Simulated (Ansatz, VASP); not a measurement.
# Sb2O3 (Senarmontite) in two plane-wave programs, part 3 of 3

Aim: how closely do two programs agree when they are given the same cell, functional and k mesh? The cell is taken from a series of runs on this material, whose earlier steps may have relaxed, scaled, displaced or heated it; both programs get it as it stands.

VASP 6.6.1 and Ansatz 0.2.0.

So far: The starting structure; VASP: zone-centre phonons, PBEsol.

### 3. Ansatz: zone-centre phonons, PBEsol

Level of this step: Ansatz beside VASP: Kohn-Sham DFT, plane waves, PBEsol (Ansatz).

Ansatz runs on its PAW soft_1 files.

The same cell, functional and mesh now go to Ansatz, which takes its cutoff from its data sets.

The input, input.yaml:

```yaml
crystal:
  lattice:
    - [0.0, 5.55, 5.55]
    - [5.55, 0.0, 5.55]
    - [5.55, 5.55, 0.0]
  atoms:
    - { symbol: Sb, position: [0.8837136846, 0.8837136846, 0.8837136846] }
    - { symbol: Sb, position: [0.9011410537, 0.3662863154, 0.3662863154] }
    - { symbol: Sb, position: [0.8837136846, 0.8837136846, 0.3488589463] }
    - { symbol: Sb, position: [0.3662863154, 0.9011410537, 0.3662863154] }
    - { symbol: Sb, position: [0.3488589463, 0.8837136846, 0.8837136846] }
    - { symbol: Sb, position: [0.3662863154, 0.3662863154, 0.3662863154] }
    - { symbol: Sb, position: [0.8837136846, 0.3488589463, 0.8837136846] }
    - { symbol: Sb, position: [0.3662863154, 0.3662863154, 0.9011410537] }
    - { symbol: O, position: [0.8100608797, 0.1899391203, 0.1899391203] }
    - { symbol: O, position: [0.4399391203, 0.0600608797, 0.4399391203] }
    - { symbol: O, position: [0.1899391203, 0.8100608797, 0.8100608797] }
    - { symbol: O, position: [0.0600608797, 0.4399391203, 0.0600608797] }
    - { symbol: O, position: [0.1899391203, 0.8100608797, 0.1899391203] }
    - { symbol: O, position: [0.4399391203, 0.4399391203, 0.0600608797] }
    - { symbol: O, position: [0.8100608797, 0.1899391203, 0.8100608797] }
    - { symbol: O, position: [0.0600608797, 0.0600608797, 0.4399391203] }
    - { symbol: O, position: [0.4399391203, 0.0600608797, 0.0600608797] }
    - { symbol: O, position: [0.1899391203, 0.1899391203, 0.8100608797] }
    - { symbol: O, position: [0.0600608797, 0.4399391203, 0.4399391203] }
    - { symbol: O, position: [0.8100608797, 0.8100608797, 0.1899391203] }
kpoints:
  mp_grid: { grid: [4, 4, 4] }
hamiltonian:
  xc: pbesol
  pseudopotentials: { kind: paw, azcp: { folder: soft_1 }, xc_functional: pbe }
scf:
  occupations: { method: fixed }
output:
  eigenvalues: true
phonons:
  method: dfpt
```

The run is started by

```sh
ansatz run input.yaml --threads 4 --pin off --max-ram 8192MiB --backend cpu --events-out ev --progress --plain --runs-dir out
```

Numbers of over 12 decimals in the logs are rounded to 6 here.

What it wrote:

```text
Engine: ansatz 0.2.0, x86_64-unknown-linux-gnu
Pseudopotentials: kind: paw
Pseudopotential: Sb, paw, valence charge 15, recommended cutoff 420 eV (normal), soft_1/Sb.paw.azcp
Pseudopotential: O, paw, valence charge 6, recommended cutoff 420 eV (normal), soft_1/O.paw.azcp
Functional definition: PBEsol
  exchange = pbesol_x
  correlation = pbesol_c
Crystal: 20 atoms, lattice volume = 341.908 Å³
Basis set: ecut = 420 eV, 6735 PW (Γ), exchange–correlation on 120×120×120 points (8 copies of the dense FFT grid, shifted against one another)
Bands: 116, of which v1, the nominal top of the filled ones, is band 96 counted from 1 (95 counted from 0)
Symmetry: 48 space group operations
k-points: 36 of 64 (irreducible under 1 space group operation, time reversal used)
Non-local potential: Sb, projectors of the file, l = 0: 2, l = 1: 2, l = 2: 2, l = 3: 1
Non-local potential: O, projectors of the file, l = 0: 2, l = 1: 2, l = 2: 1
PAW form: soft (Blöchl's): semilocal exchange-correlation on the pseudo side does not see the compensation charge
PAW frozen core: Sb, regenerated for the run's functional, and the local potential with it (the file was generated under x = pbe(κ = 0.804, μ = 0.219515), c = pbe(β = 0.066725))
PAW frozen core: O, regenerated for the run's functional, and the local potential with it (the file was generated under x = pbe(κ = 0.804, μ = 0.219515), c = pbe(β = 0.066725))
PAW one-centre angular grid: Sb, 590 points (default); XC on 64 Gauss nodes
PAW one-centre angular grid: O, 110 points (default); XC on 64 Gauss nodes
Initial density: superposition of atomic densities (chi_scale 0.1, normalization cell, long waves kept (reshape's long-wave potential 0.38 eV rms))
Initial wavefunctions: pseudopotential atomic-orbital guess
Functional: x = pbesol(κ = 0.804, μ = 0.123457), c = pbesol(β = 0.046)
SCF iter   1: F=—  HF=-57993.062895 eV  |F-HF|=—  |Δ(HF+E_count)|=         —  Δρ=5.15e-2  dr2=8.31e0  ethr=3.10e-3  ⟨swp⟩=4.0  Hψ=15921  notcnv=0  defer=564
preconditioner: auto → Resta (q_TF=auto, 2.478 Å⁻¹)  ε∞=2.7  [insulator: Δε(μ)=3.191 eV  Ē_g=21.205 eV  n_scr=88 (ndim 8)  ℏωp=27.8 eV  f_vac=0.053  ε∞_Penn≈2.7]
SCF iter   2: F=—  HF=-57991.297124 eV  |F-HF|=—  |Δ(HF+E_count)|=    1.77e0  Δρ=2.58e-2  dr2=1.57e0  ethr=3.10e-3  ⟨swp⟩=3.0  Hψ=8728  notcnv=0  defer=597
SCF iter   3: F=—  HF=-57991.201156 eV  |F-HF|=—  |Δ(HF+E_count)|=   9.60e-2  Δρ=8.63e-3  dr2=2.72e-1  ethr=8.18e-4  ⟨swp⟩=2.8  Hψ=7123  notcnv=0  defer=629
SCF iter   4: F=—  HF=-57991.179202 eV  |F-HF|=—  |Δ(HF+E_count)|=   2.20e-2  Δρ=4.30e-3  dr2=3.98e-2  ethr=1.42e-4  ⟨swp⟩=2.0  Hψ=6577  notcnv=0  defer=633
SCF iter   5: F=—  HF=-57991.180067 eV  |F-HF|=—  |Δ(HF+E_count)|=   8.65e-4  Δρ=9.03e-4  dr2=3.08e-3  ethr=2.07e-5  ⟨swp⟩=2.1  Hψ=5491  notcnv=0  defer=636
SCF iter   6: F=—  HF=-57991.182365 eV  |F-HF|=—  |Δ(HF+E_count)|=   2.30e-3  Δρ=1.72e-4  dr2=1.59e-4  ethr=1.61e-6  ⟨swp⟩=2.1  Hψ=5543  notcnv=0  defer=637
SCF iter   7: F=—  HF=-57991.182647 eV  |F-HF|=—  |Δ(HF+E_count)|=   2.82e-4  Δρ=4.79e-5  dr2=1.07e-5  ethr=8.28e-8  ⟨swp⟩=2.0  Hψ=5806  notcnv=0  defer=539
SCF iter   8: F=—  HF=-57991.182593 eV  |F-HF|=—  |Δ(HF+E_count)|=   5.35e-5  Δρ=1.00e-5  dr2=4.36e-7  ethr=5.60e-9  ⟨swp⟩=2.0  Hψ=7195  notcnv=0  defer=470
SCF iter   9: F=—  HF=-57991.182595 eV  |F-HF|=—  |Δ(HF+E_count)|=   1.55e-6  Δρ=3.34e-6  dr2=4.55e-8  ethr=2.27e-10  ⟨swp⟩=2.0  Hψ=7162  notcnv=0  defer=478
SCF iter  10: F=—  HF=-57991.182595 eV  |F-HF|=—  |Δ(HF+E_count)|=   5.32e-8  Δρ=6.54e-7  dr2=1.39e-9  ethr=2.37e-11  ⟨swp⟩=2.0  Hψ=6586  notcnv=0  defer=478
SCF iter  11: F=-57991.182595 eV  HF=-57991.182595 eV  |F-HF|=2.91e-11  |Δ(HF+E_count)|=   2.50e-9  Δρ=1.31e-7  dr2=6.51e-11  ethr=1.00e-12  ⟨swp⟩=12.0  Hψ=31046  notcnv=0
SCF 1 converged in 11 iterations: F = -57991.182595 eV  dr2 = 6.51e-11
  greatest PAW one-centre occupation: 0.997 electrons in one spin orbital (limit 2), on the Sb atom at site 7 (counted from 0), in its partial waves of l = 2
NSCF: frozen V_eff on 8 k-points
NSCF: frozen V_eff on 8 k-points
DFPT response loops at q = (0, 0, 0) (fractional): preconditioner auto → Resta (q_TF=auto, 2.478 Å⁻¹)  ε∞=4.5 (no band partly filled); β = 1.00, the filter's whole step (`scf.mixing.beta` (0.50) is not read by the response loops at its default; to damp them type it under 1.00, their step now; it binds the ground state too); Anderson in place of MSR1
SCF converged after 11 iterations
Free energy (F): -57991.182595 eV
Harris-Foulkes:  -57991.182595 eV  (|F-HF|=2.91e-11)
Internal energy: -57991.182595 eV  (E = F + TS)
E sigma→0 (E₀):  -57991.182595 eV
Fermi energy:    6.887316 eV
--- Per-component energies (eV) ---
  E_band       = -1589.793850
  E_kinetic    = 3319.023628
  E_local      = -19363.795583  (includes V_loc(G=0)·N_el)
  E_nonlocal   = 3761.762260
  E_hartree    = 7929.416006
  E_xc         = -1634.128667
  E_vxc        = -1814.515337  (∫ρ·V_xc dr)
  E_paw        = -37612.261537  (= ΣΔE_a)
  E_vpaw       = -3351.110646  (= ΣTr[D̂ρ^β])
  E_aug_tail   = 0.010456  (compensation charges beyond the density's cutoff)
  E_ewald      = -14394.287452
  E_core_change = 3.078296  (= ΣΔE_core)
  E_smearing   = -0.000000  (= −TS)
  E_closure    = 0.000000  (closes the sum)
  Σ components = -57991.182595   (vs F -57991.182595, Δ=0.00e0)
--- Band table (eV; the first three rows and the last of 36) ---
  k-point 0: bands = [... 92 lower, 6.5305, 6.6474, 6.6474, 6.6474, 9.8992, 9.8992, 9.8992, 10.5437, ... 16 higher]
  k-point 1: bands = [... 92 lower, 6.5949, 6.5949, 6.7876, 6.7876, 10.1509, 10.2718, 10.2718, 10.7717, ... 16 higher]
  k-point 2: bands = [... 92 lower, 6.6640, 6.6640, 6.8873, 6.8873, 10.4358, 10.6247, 10.6247, 11.2527, ... 16 higher]
  k-point 35: bands = [... 92 lower, 6.6640, 6.6640, 6.8873, 6.8873, 10.4358, 10.6247, 10.6247, 11.2527, ... 16 higher]
--- Phonons (Γ-DFPT): 3 representative perturbations + reference (Σ response iterations 21) ---
  ASR residual: 3.188e-5 → 0.000e0 eV/Å²; symmetrization residual: 8.019e-6 eV/Å²
  ASR residual per site (eV/Å²): 3.19e-5 3.19e-5 3.19e-5 3.19e-5 3.19e-5 3.19e-5 3.19e-5 3.19e-5 2.54e-5 2.54e-5 2.54e-5 2.54e-5 2.54e-5 2.54e-5 2.54e-5 2.54e-5 2.54e-5 2.54e-5 2.54e-5 2.54e-5
  Γ frequencies (cm⁻¹): 0.00 0.00 0.00 55.77 55.77 55.77 65.99 65.99 65.99 82.91 82.91 82.91 111.53 111.53 127.65 127.65 163.44 163.44 163.44 168.76 168.76 168.76 178.90 178.90 178.90 215.07 215.07 215.07 238.97 265.73 269.20 269.20 269.20 308.34 308.34 340.68 340.68 340.68 350.62 350.62 351.30 351.30 351.30 357.16 357.16 357.16 423.27 428.33 558.16 558.16 558.16 578.74 578.74 578.74 671.35 671.35 671.35 678.76 678.76 678.76
  non-analytic LO–TO correction: not included (Born effective charges unavailable; polar crystals: no LO–TO splitting at Γ)
```

### 4. Side by side

Known differences besides the potentials themselves: fixed occupations in Ansatz, narrow Gaussian smearing in VASP; the data sets hold 192 valence electrons in Ansatz (on its PAW soft_1 files) and 112 in VASP; the cutoff is 420 eV in Ansatz and 600 eV in VASP; Ansatz makes its cores anew for this functional, VASP keeps those of its PBE data sets. Total energies have different zeros and are not compared.

Zone-centre modes by rising frequency (cm⁻¹; imaginary ones negative):

```
program                                                                                                                                                                                                                                                                                                                                                                                                                   modes
 Ansatz     0.0, 0.0, 0.0, 55.8, 55.8, 55.8, 66.0, 66.0, 66.0, 82.9, 82.9, 82.9, 111.5, 111.5, 127.7, 127.7, 163.4, 163.4, 163.4, 168.8, 168.8, 168.8, 178.9, 178.9, 178.9, 215.1, 215.1, 215.1, 239.0, 265.7, 269.2, 269.2, 269.2, 308.3, 308.3, 340.7, 340.7, 340.7, 350.6, 350.6, 351.3, 351.3, 351.3, 357.2, 357.2, 357.2, 423.3, 428.3, 558.2, 558.2, 558.2, 578.7, 578.7, 578.7, 671.4, 671.4, 671.4, 678.8, 678.8, 678.8
   VASP  -0.1, -0.1, -0.1, 52.9, 52.9, 52.9, 64.9, 64.9, 64.9, 82.6, 82.6, 82.6, 112.2, 112.2, 127.4, 127.4, 160.6, 160.6, 160.6, 170.0, 170.0, 170.0, 178.7, 178.7, 178.7, 216.7, 216.7, 216.7, 245.8, 267.5, 267.5, 267.5, 272.5, 319.3, 319.3, 341.0, 341.0, 341.0, 360.3, 360.3, 360.3, 361.3, 361.3, 363.6, 363.6, 363.6, 428.2, 433.6, 586.6, 586.6, 586.6, 606.1, 606.1, 606.1, 694.4, 694.4, 694.4, 701.1, 701.1, 701.1
```

The two lists differ in the order or number of single and degenerate modes, so they aren't paired one by one; the r.m.s. figure in the results sets the two lists side by side in order.

### 5. What came out

| Property | Result |
| --- | --- |
| r.m.s. difference of the optical zone-centre modes, each program's sorted by frequency (zone-centre phonons, PBEsol) | 12 cm⁻¹ |

**Reading.** The r.m.s. difference of the optical zone-centre modes, each program's sorted by frequency is 12 cm⁻¹ (zone-centre phonons, PBEsol). The data sets hold unlike numbers of valence electrons (192 in Ansatz and 112 in VASP), so part of the differences comes from the potentials. What causes the difference of the zone-centre phonons, PBEsol pair stays open here. How closely two codes agree says nothing of how well the functional describes the real material.

[Lines on the potential files, build, host, timing and source positions are cut from VASP's logs without a mark.]

[Logs are printed without paths, hosts, clocks, repeated set-up lines and the standing remarks that a program may print on its own settings, such as how far it seeks lower states.]

[Hosts, paths, dates, database ids (printed as entryN), source tags and the programs' standing remarks are cut or masked in the printed files.]
